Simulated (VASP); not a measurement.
Method: PBE GGA, VASP's PBE PAW potentials (set 64) (plane waves; VASP).

The input files of a VASP run:

KPOINTS:
```
Regular mesh
0
Gamma
 6 6 6
```

**POSCAR**
```
Bi2Se3
1
   10.2714896396    -2.0949172232     0.0669115750
   10.2714896396     2.0949172232     0.0669115750
    9.8207676996     0.0000000000     3.6673122200
Bi Se
2 3
Direct
  0.3970257144   0.3970257144   0.3970257144
  0.6029742856   0.6029742856   0.6029742856
  0.0000000000   0.0000000000   0.0000000000
  0.2183918160   0.2183918160   0.2183918160
  0.7816081840   0.7816081840   0.7816081840
```

INCAR:
```
SYSTEM  =  Bi2Se3
PREC  =  Accurate; ENCUT  =  500; LREAL  =  F
LASPH  =  T
EDIFF  =  1E-6; NELM  =  100; ALGO  =  Normal
LMAXMIX  =  4
ISMEAR  =  0; SIGMA  =  0.05
GGA  =  PE
IBRION  =  2; NSW  =  40; ISIF  =  3
EDIFFG  =  -0.02
LWAVE  =  F; LCHARG  =  F
```

POTCAR, in this order: Bi_d Se (PBE.64 set). Program: vasp_std.

### Question
What will the output report for the number of irreducible k-points (NKPTS), largest plane-wave count, number of space-group operations, FFT grid (NGX, NGY, NGZ)?

### Answer

```
Item                                          Result
--------------------------------------  ------------
number of irreducible k-points (NKPTS)            32
largest plane-wave count                        3970
number of space-group operations                  12
FFT grid (NGX, NGY, NGZ)                80 × 80 × 80
```

The compound is Bi2Se3 in the tetradymite structure. It was relaxed first, which changed the volume by +9 %.
